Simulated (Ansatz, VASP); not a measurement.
# InCu2 in two plane-wave programs, part 2 of 2

Wanted: the spread between two codes on one cell, functional and k mesh.

VASP 6.6.1 and Ansatz 0.2.0.

So far: The starting structure; VASP: relaxation of cell and atoms, PBEsol.

### Step 3. Ansatz: relaxation of cell and atoms, PBEsol

Level of this step: Ansatz beside VASP: Kohn-Sham DFT, plane waves, PBEsol (Ansatz).

Ansatz runs on its default PAW (the set named soft_2) files.

The same cell, functional, mesh and smearing now go to Ansatz, which takes its cutoff from its data sets.

The input, input.yaml:

```yaml
crystal:
  lattice:
    - [4.4175380502, 0.0, 0.0]
    - [-2.2087690251, 3.8257001737, 0.0]
    - [0.0, 0.0, 5.2278907406]
  atoms:
    - { symbol: In, position: [0.6666666667, 0.3333333333, 0.25] }
    - { symbol: In, position: [0.3333333333, 0.6666666667, 0.75] }
    - { symbol: Cu, position: [0.0, 0.0, 0.5] }
    - { symbol: Cu, position: [0.0, 0.0, 0.0] }
    - { symbol: Cu, position: [0.6666666667, 0.3333333333, 0.75] }
    - { symbol: Cu, position: [0.3333333333, 0.6666666667, 0.25] }
hamiltonian:
  xc: pbesol
  pseudopotentials: { kind: paw }
kpoints:
  mp_grid: { grid: [5, 5, 4] }
scf:
  occupations: { method: gaussian, width: 0.1 }
relax:
  f_tol: 0.01
  max_steps: 60
  cell: { stress_tol: 0.05 }
output:
  forces: true
  stress: true
```

The run is started by

```
ansatz run input.yaml --threads 4 --pin off --max-ram 9216MiB --backend cpu --events-out ev --progress --plain --runs-dir out
```

Numbers of over 12 decimals in the logs are rounded to 6 here.

The log of the run:

```text
Engine: ansatz 0.2.0, aarch64-unknown-linux-gnu
Pseudopotentials: kind: paw
Pseudopotential: In, paw, valence charge 13, recommended cutoff 420 eV (normal), In.paw.azcp
Pseudopotential: Cu, paw, valence charge 19, recommended cutoff 420 eV (normal), Cu.paw.azcp
Functional definition: PBEsol
  exchange = pbesol_x
  correlation = pbesol_c
Crystal: 6 atoms, lattice volume = 88.352 Å³
Basis set: ecut = 420 eV, 1739 PW (Γ), exchange–correlation on 60×60×72 points (8 copies of the dense FFT grid, shifted against one another)
Bands: 62, of which v1, the nominal top of the filled ones, is band 51 counted from 1 (50 counted from 0)
Symmetry: 24 space group operations
Space group: P63/mmc (ITA 194), of the structure as read, at distance tolerance 4.5e-5 Å
k-points: 15 of 100
Non-local potential: In, projectors of the file, l = 0: 2, l = 1: 2, l = 2: 2, l = 3: 2
Non-local potential: Cu, projectors of the file, l = 0: 3, l = 1: 2, l = 2: 3, l = 3: 1
PAW form: soft (Blöchl's): semilocal exchange-correlation on the pseudo side does not see the compensation charge
PAW frozen core: In, regenerated for the run's functional, and the local potential with it (the file was generated under x = pbe(κ = 0.804, μ = 0.219515), c = pbe(β = 0.066725))
PAW frozen core: Cu, regenerated for the run's functional, and the local potential with it (the file was generated under x = pbe(κ = 0.804, μ = 0.219515), c = pbe(β = 0.066725))
PAW one-centre angular grid: In, 590 points (default); XC on 64 Gauss nodes
PAW one-centre angular grid: Cu, 590 points (default); XC on 64 Gauss nodes
Initial density: superposition of atomic densities (neutral atoms: chi_scale 0, normalization atom), corrected by the library's trained network
Initial wavefunctions: pseudopotential atomic-orbital guess
Functional: x = pbesol(κ = 0.804, μ = 0.123457), c = pbesol(β = 0.046)
SCF iter   1: F=—  HF=-37405.436502 eV  |F-HF|=—  |Δ(HF+E_count)|=         —  Δρ=1.58e-2  dr2=1.22e-1  ethr=1.77e-3  ⟨swp⟩=6.2  Hψ=3375  notcnv=0  defer=12
preconditioner: auto → Resta (q_TF=auto, 2.794 Å⁻¹)  ε∞=8.3  [insulator: Δε(μ)=0.197 eV  Ē_g=12.195 eV  σ=0.100 eV  W_gap=0.82  n_scr=22 (ndim 8)  ℏωp=33.1 eV  f_vac=0.000  D(μ)=1.06/eV (n_scr^D=2)  ε∞_Penn≈8.3]
SCF iter   2: F=—  HF=-37405.409673 eV  |F-HF|=—  |Δ(HF+E_count)|=   2.68e-2  Δρ=1.84e-3  dr2=1.91e-3  ethr=1.20e-4  ⟨swp⟩=2.0  Hψ=1501  notcnv=0  defer=69
SCF iter   3: F=—  HF=-37405.408116 eV  |F-HF|=—  |Δ(HF+E_count)|=   1.56e-3  Δρ=1.72e-3  dr2=1.87e-3  ethr=1.87e-6  ⟨swp⟩=2.3  Hψ=1485  notcnv=0  defer=69
SCF iter   4: F=—  HF=-37405.407522 eV  |F-HF|=—  |Δ(HF+E_count)|=   5.94e-4  Δρ=2.41e-4  dr2=3.29e-5  ethr=1.83e-6  ⟨swp⟩=2.5  Hψ=1263  notcnv=0  defer=69
SCF iter   5: F=—  HF=-37405.407553 eV  |F-HF|=—  |Δ(HF+E_count)|=   3.07e-5  Δρ=1.14e-4  dr2=7.92e-6  ethr=3.23e-8  ⟨swp⟩=2.0  Hψ=1615  notcnv=0  defer=69
SCF iter   6: F=—  HF=-37405.407558 eV  |F-HF|=—  |Δ(HF+E_count)|=   4.73e-6  Δρ=9.54e-5  dr2=4.09e-6  ethr=7.76e-9  ⟨swp⟩=2.0  Hψ=1595  notcnv=0  defer=69
SCF iter   7: F=—  HF=-37405.407557 eV  |F-HF|=—  |Δ(HF+E_count)|=   1.03e-6  Δρ=9.63e-6  dr2=6.28e-8  ethr=9.80e-11  ⟨swp⟩=3.0  Hψ=3617  notcnv=0
SCF iter   8: F=-37405.407557 eV  HF=-37405.407557 eV  |F-HF|=1.77e-9  |Δ(HF+E_count)|=   4.83e-8  Δρ=2.26e-6  dr2=4.94e-9  ethr=6.15e-11  ⟨swp⟩=4.0  Hψ=2570  notcnv=0
SCF 1 converged in 8 iterations: F = -37405.407557 eV  dr2 = 4.94e-9
  greatest PAW one-centre occupation: 1.000 electrons in one spin orbital (limit 2), on the Cu atom at site 2 (counted from 0), in its partial waves of l = 0
relax step   1: F+E_penalty+E_count = -37405.40755656 eV  Δ(F+E_penalty+E_count) = +0.000e0 eV  max|allowed force component| = 1.110e-16 eV/Å  Δτ_max = 0.0000 Å  P = -0.699 GPa  Ω = 88.352 Å³  (8 SCF iters, dr2 threshold 1.00e-7 eV, accepted)
[...]
relax step   2: F+E_penalty+E_count = -37405.40904770 eV  Δ(F+E_penalty+E_count) = -1.491e-3 eV  max|allowed force component| = 1.634e-16 eV/Å  Δτ_max = 0.0000 Å  P = +0.051 GPa  Ω = 87.794 Å³  energy of the carried Pulay correction = +3.184e-4 eV  (6 SCF iters, dr2 threshold 6.00e-7 eV, accepted)
[...]
relax step   3: F+E_penalty+E_count = -37405.40903250 eV  Δ(F+E_penalty+E_count) = +1.520e-5 eV  max|allowed force component| = 3.701e-17 eV/Å  Δτ_max = 0.0000 Å  P = -0.001 GPa  Ω = 87.832 Å³  energy of the carried Pulay correction = +2.966e-4 eV  (6 SCF iters, dr2 threshold 9.22e-9 eV, accepted)
[...]
relax step   4: F+E_penalty+E_count = -37405.40875253 eV  Δ(F+E_penalty+E_count) = +2.800e-4 eV  max|allowed force component| = 4.318e-17 eV/Å  Δτ_max = 0.0000 Å  P = +0.001 GPa  Ω = 87.832 Å³  stress off target by 1.74e-3 GPa  SCF on the basis re-selected at this cell (its energy is not comparable with the rows above)  (6 SCF iters)
basis re-selected at this cell: Δ(F+E_penalty+E_count) = +2.800e-4 eV, ΔP = +0.002 GPa vs the last step (what re-selecting the basis moved, of the pressure what is left beyond the Pulay correction that the steps carried, after the strain that the cell walked since its last selection, with what the two solves' SCF thresholds leave and, on support functions, any second-order correction that the steps lacked; it is no m [...]
SCF converged after 6 iterations
Free energy (F): -37405.408753 eV
Harris-Foulkes:  -37405.408753 eV  (|F-HF|=1.46e-11)
Internal energy: -37405.403239 eV  (E = F + TS)
E sigma→0 (E₀):  -37405.405996 eV
Entropy (-TS):   -0.005513 eV (-0.919 meV/atom)
Fermi energy:    15.653505 eV
--- Per-component energies (eV) ---
  E_band       = -1473.748296
  E_kinetic    = 1692.122334
  E_local      = -19605.867831  (includes V_loc(G=0)·N_el)
  E_nonlocal   = 2315.273437
  E_hartree    = 8607.035103
  E_xc         = -783.916937
  E_vxc        = -662.621047  (∫ρ·V_xc dr)
  E_paw        = -14685.928277  (= ΣΔE_a)
  E_vpaw       = -2426.726283  (= ΣTr[D̂ρ^β])
  E_aug_tail   = 0.001110  (compensation charges beyond the density's cutoff)
  E_ewald      = -14945.418793
  E_core_change = 1.296614  (= ΣΔE_core)
  E_smearing   = -0.005513  (= −TS)
  E_closure    = -0.000000  (closes the sum)
  Σ components = -37405.408753   (vs F -37405.408753, Δ=0.00e0)
--- Forces (eV/Å), atoms counted from 1 ---
  atom   1  In     0.00000000    -0.00000000     0.00000000
  atom   2  In     0.00000000     0.00000000     0.00000000
  atom   3  Cu    -0.00000000     0.00000000     0.00000000
  atom   4  Cu    -0.00000000     0.00000000    -0.00000000
  atom   5  Cu     0.00000000     0.00000000     0.00000000
  atom   6  Cu     0.00000000     0.00000000     0.00000000
  max |Σ_I F_I| component: 1.85e-17 eV/Å
--- Stress (GPa, compression-positive) ---
        0.001095       0.000000       0.000000
        0.000000       0.001095       0.000000
        0.000000       0.000000       0.001740
  P = ⅓ Tr σ = 0.0013 GPa (0.013 kbar)
--- Relaxed structure (3 steps of the walk, 3 accepted, 1 SCFs on fresh bases) ---
  F+E_penalty+E_count = -37405.40875253 eV   max|allowed force component| = 4.318e-17 eV/Å   (the final SCF, on the basis selected at the relaxed cell)
  cell:  # Å, volume = 87.8318 Å³
    - [4.407509, 0.0, 0.0]
    - [-2.203754, 3.817015, 0.0]
    - [0.0, 0.0, 5.220773]
  atoms:
    - { symbol: In, position: [0.666667, 0.333333, 0.250000] }
    - { symbol: In, position: [0.333333, 0.666667, 0.75] }
    - { symbol: Cu, position: [0, 0, 0.500000] }
    - { symbol: Cu, position: [0, 0, 0.0] }
    - { symbol: Cu, position: [0.666667, 0.333333, 0.75] }
    - { symbol: Cu, position: [0.333333, 0.666667, 0.250000] }
```

Elapsed: 6 s, on 4 threads of Arm Neoverse V2, shared host; peak memory 0.47 GiB.

### Step 4. Comparison

Known differences besides the potentials themselves: both relaxations stop at a tolerance, which leaves soft axes loose, and VASP keeps its plane-wave basis; the data sets hold 102 valence electrons in Ansatz (default PAW (the set named soft_2) files) and 50 in VASP; the cutoff is 420 eV in Ansatz and 390 eV in VASP; Ansatz makes its cores anew for this functional, VASP keeps those of its PBE data sets; VASP leaves aspherical gradient terms in its spheres out (LASPH is not set), Ansatz keeps them; Ansatz adds a Pulay correction to the stress that steers its cell, VASP none. Total energies have different zeros and are not compared.

Compared:

```tsv
quantity	Ansatz	VASP	difference
volume (Å³)	87.83	88.13	-0.33 %
edge a after relaxation, in the typed setting (Å)	4.407	4.413	-0.13 %
edge c after relaxation, in the typed setting (Å)	5.221	5.224	-0.07 %
```

The walks stopped with 0.00 GPa left in Ansatz and -0.07 GPa in VASP; each walk ends within a tolerance, so the volume difference is uncertain by about these residues over the bulk modulus, most in soft cells.

### Step 5. Results

| Property | Result |
| --- | --- |
| difference in volume (relaxation of cell and atoms, PBEsol) | -0.33 % |

The difference in volume is -0.33 % (relaxation of cell and atoms, PBEsol), within the 1.2 % picked in this series as the mark of a large difference, as far as the stopping tolerances let one tell. How closely two codes agree says nothing of how well the functional describes the real material.

[Lines on the potential files, build, host, timing and source positions are cut from VASP's logs without a mark.]

[Logs are printed without paths, hosts, clocks, repeated set-up lines and the standing remarks that a program may print on its own settings, such as how far it seeks lower states.]

[Hosts, paths, dates, database ids (printed as entryN), source tags and the programs' standing remarks are cut or masked in the printed files.]
